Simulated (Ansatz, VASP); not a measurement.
## TaRu: VASP beside Ansatz

```
Ta Ru
1.0
     3.06914    0.00000    0.00000
     0.00000    3.06914    0.00000
     0.00000    0.00000    3.06914
Ta Ru
1 1
Direct
  0.50000 0.50000 0.50000
  0.00000 0.00000 0.00000
```

Change from the starting cell: volume scaled by 0.9, LAPW.

Alike in both runs: task single point; functional LDA; k mesh 11 × 11 × 11; occupations fermi-dirac, width 0.05 eV; no spin polarisation.

```csv
,VASP,Ansatz
version,VASP 6.6.1,Ansatz 0.2.0
potentials or method,"VASP PAW LDA potentials, release 64 (Ta_pv, Ru_pv), cutoff 520 eV","all-electron LAPW, scalar-relativistic"
```

VASP gave:

| Quantity | Value |
| --- | --- |
| pressure (GPa) | 16.4 |

Q: What did Ansatz give for the same quantities?

A: Pressure (GPa): 15.1.

Ansatz ran all-electron here, so the differences hold the error of VASP's frozen core and of both bases.

Caveats: so large a pressure means that the cell lies far from this level's equilibrium, or that cutoff or potentials fall short (VASP). Spin-orbit coupling is left out, which matters for the levels of Ta.
